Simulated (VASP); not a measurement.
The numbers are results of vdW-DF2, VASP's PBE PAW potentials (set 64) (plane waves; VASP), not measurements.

VASP input:

INCAR:
```
# general
SYSTEM   = MnS
PREC     = Accurate
ENCUT    = 520   # plane-wave cut-off (eV)
LREAL    = .FALSE.   # projection in real space or not
LASPH    = .TRUE.   # aspherical one-centre terms

# electronic loop
EDIFF    = 1E-7   # SCF stop (eV)
NELM     = 100   # most electronic steps
ALGO     = Normal   # blocked Davidson
LMAXMIX  = 4

# smearing
ISMEAR   = -5   # tetrahedra, Bloechl

# functional
GGA      = ML
LUSE_VDW = .TRUE.
AGGAC    = 0.0
ZAB_VDW  = -1.8867

# spin
ISPIN    = 2   # spin-polarised
MAGMOM   = 4.2 -4.2 0.0 0.0

# ions
ISIF     = 2   # forces and stress, cell fixed

# output
LWAVE    = .FALSE.
LCHARG   = .TRUE.
LORBIT   = 11   # lm-projected
NEDOS    = 601

# other
LEFG     = .TRUE.
```

KPOINTS:
```
Automatic mesh
0
G
 8 8 8
0 0 0
```

**POSCAR**
```
MnS
1
    5.2624496222     2.6227494610     2.6227494610
    2.6227494610     5.2624496222     2.6227494610
    2.6227494610     2.6227494610     5.2624496222
Mn S
2 2
Direct
  0.0000000000   0.0000000000   0.0000000000
  0.5000000000   0.5000000000   0.5000000000
  0.2500000000   0.2500000000   0.2500000000
  0.7500000000   0.7500000000   0.7500000000
```

POTCAR, in this order: Mn_pv S (PBE.64 set). Program: vasp_std.

Output

### OSZICAR
```
       N       E                     dE             d eps       ncg     rms          rms(c)
DAV:   1     0.384339284839E+03    0.38434E+03   -0.21632E+04  6420   0.177E+03
DAV:   2     0.168436666057E+02   -0.36750E+03   -0.36288E+03  6064   0.472E+02
DAV:   3    -0.180435999960E+02   -0.34887E+02   -0.34382E+02  8819   0.131E+02
DAV:   4    -0.192724939067E+02   -0.12289E+01   -0.12169E+01  6877   0.223E+01
DAV:   5    -0.193028200540E+02   -0.30326E-01   -0.30319E-01  7486   0.409E+00    0.140E+01
DAV:   6    -0.168583373430E+02    0.24445E+01   -0.25810E+01  8081   0.434E+01    0.135E+01
DAV:   7    -0.168172098583E+02    0.41127E-01   -0.24836E+00  7334   0.186E+01    0.764E+00
DAV:   8    -0.168381784722E+02   -0.20969E-01   -0.19934E-01  7470   0.380E+00    0.399E+00
DAV:   9    -0.168404653122E+02   -0.22868E-02   -0.56180E-02  7992   0.217E+00    0.521E-01
DAV:  10    -0.168416098525E+02   -0.11445E-02   -0.74904E-03  7305   0.915E-01    0.193E-01
DAV:  11    -0.168420053659E+02   -0.39551E-03   -0.18081E-03  7189   0.247E-01    0.109E-01
DAV:  12    -0.168421204360E+02   -0.11507E-03   -0.13731E-04  6974   0.134E-01    0.799E-02
DAV:  13    -0.168421738929E+02   -0.53457E-04   -0.46445E-05  7562   0.572E-02    0.450E-02
DAV:  14    -0.168422337651E+02   -0.59872E-04   -0.55554E-05  6148   0.704E-02    0.129E-02
DAV:  15    -0.168422267035E+02    0.70616E-05   -0.32388E-06  7398   0.168E-02    0.481E-03
DAV:  16    -0.168422277592E+02   -0.10557E-05   -0.73457E-07  7356   0.525E-03    0.314E-03
DAV:  17    -0.168422287019E+02   -0.94273E-06   -0.20916E-07  5260   0.495E-03    0.132E-03
DAV:  18    -0.168422288435E+02   -0.14162E-06   -0.18819E-08  3557   0.139E-03    0.357E-04
DAV:  19    -0.168422289516E+02   -0.10811E-06   -0.67671E-09  3515   0.503E-04    0.120E-04
DAV:  20    -0.168422289633E+02   -0.11615E-07   -0.17331E-09  3473   0.264E-04
   1 F= -.16842229E+02 E0= -.16842229E+02  d E =0.000000E+00  mag=    -0.0000
```

File OUTCAR:
```
------------------------ aborting loop because EDIFF is reached ----------------------------------------
  FORCE on cell =-STRESS in cart. coord.  units (eV):
  Direction    XX          YY          ZZ          XY          YZ          ZX
  --------------------------------------------------------------------------------------
  Total        0.0629157      0.0629157      0.0629157     -0.0088614     -0.0088614     -0.0088614
  in kB        1.3767097      1.3767097      1.3767097     -0.1939043     -0.1939043     -0.1939043
  external PRESSURE =       1.3767097 kB  Pullay stress =       0.0000000 kB
  volume of cell :       73.22
      direct lattice vectors                 reciprocal lattice vectors
     5.262449622  2.622749461  2.622749461     0.284275954 -0.094554950 -0.094554950
     2.622749461  5.262449622  2.622749461    -0.094554950  0.284275954 -0.094554950
     2.622749461  2.622749461  5.262449622    -0.094554950 -0.094554950  0.284275954
 POSITION                                       TOTAL-FORCE (eV/Angst)
 -----------------------------------------------------------------------------------
      0.00000      0.00000      0.00000         0.000000      0.000000     -0.000000
      5.25397      5.25397      5.25397         0.000000      0.000000      0.000000
      2.62699      2.62699      2.62699        -0.000000     -0.000000     -0.000000
      7.88096      7.88096      7.88096         0.000000     -0.000000      0.000000
 -----------------------------------------------------------------------------------
    total drift:                                0.000000     -0.000000     -0.000000
  FREE ENERGIE OF THE ION-ELECTRON SYSTEM (eV)
  ---------------------------------------------------
  free  energy   TOTEN  =       -16.8422289633 eV

  energy  without entropy=      -16.8422289633  energy(sigma->0) =      -16.84222896

 total charge

# of ion       s       p       d       tot
------------------------------------------
    1        0.212   6.144   4.993  11.348
    2        0.212   6.144   4.993  11.348
    3        1.346   2.443   0.000   3.789
    4        1.346   2.443   0.000   3.789
--------------------------------------------------
tot          3.116  17.172   9.985  30.273

 magnetization (x)

# of ion       s       p       d       tot
------------------------------------------
    1        0.020   0.008   4.139   4.167
    2       -0.020  -0.008  -4.139  -4.167
    3        0.000   0.000   0.000   0.000
    4        0.000   0.000   0.000   0.000
--------------------------------------------------
tot          0.000   0.000   0.000   0.000

 Electric field gradients after diagonalization (V/A^2)
 (convention: |V_zz| > |V_xx| > |V_yy|)
----------------------------------------------------------------------
 ion       V_xx      V_yy      V_zz     asymmetry (V_yy - V_xx)/ V_zz
----------------------------------------------------------------------
   1       0.479     0.479    -0.958       0.000
   2       0.479     0.479    -0.958       0.000
   3       2.531     2.531    -5.062       0.000
   4       2.531     2.531    -5.062       0.000
```
(Selected blocks of OUTCAR.)

OUTCAR:
```
 val. band max:        5.7466903349   @ k =   0.5000   0.5000   0.5000

 cond. band min:       6.5407497573   @ k =   0.5000   0.0000   0.0000


 Fermi energy:         5.7505862996

 spin component 1

 k-point     1 :       0.0000    0.0000    0.0000
  band No.  band energies     occupation
      1     -44.3240      1.00000
      2     -44.3209      1.00000
      3     -44.3209      1.00000
      4     -40.1080      1.00000
      5     -40.1080      1.00000
      6     -40.0951      1.00000
      7      -7.9335      1.00000
      8      -6.7638      1.00000
      9      -0.0769      1.00000
     10       2.0527      1.00000
     11       2.0527      1.00000
     12       3.3319      1.00000
     13       3.3319      1.00000
     14       3.5028      1.00000
     15       4.4743      1.00000
     16       4.4743      1.00000
     17       4.5181      1.00000
     18       4.6075      1.00000
     19       4.6075      1.00000
     20       6.8678      0.00000
     21       6.8678      0.00000
     22       6.9808      0.00000
     23       8.2231      0.00000

 k-point     2 :       0.1250    0.0000    0.0000
  band No.  band energies     occupation
      1     -44.3239      1.00000
      2     -44.3216      1.00000
      3     -44.3211      1.00000
      4     -40.1090      1.00000
      5     -40.1082      1.00000
      6     -40.0950      1.00000
      7      -7.8071      1.00000
      8      -6.7344      1.00000
      9       0.1202      1.00000
     10       1.9521      1.00000
     11       2.0817      1.00000
     12       2.9984      1.00000
     13       3.2111      1.00000
     14       3.4425      1.00000
     15       3.6425      1.00000
     16       4.1621      1.00000
     17       4.2731      1.00000
     18       4.7862      1.00000
     19       5.2178      1.00000
     20       6.8491      0.00000
     21       6.9987      0.00000
     22       7.0044      0.00000
     23       7.7104      0.00000
...
```

The compound is MnS in the rock salt, AFM-II order structure. It was relaxed first.
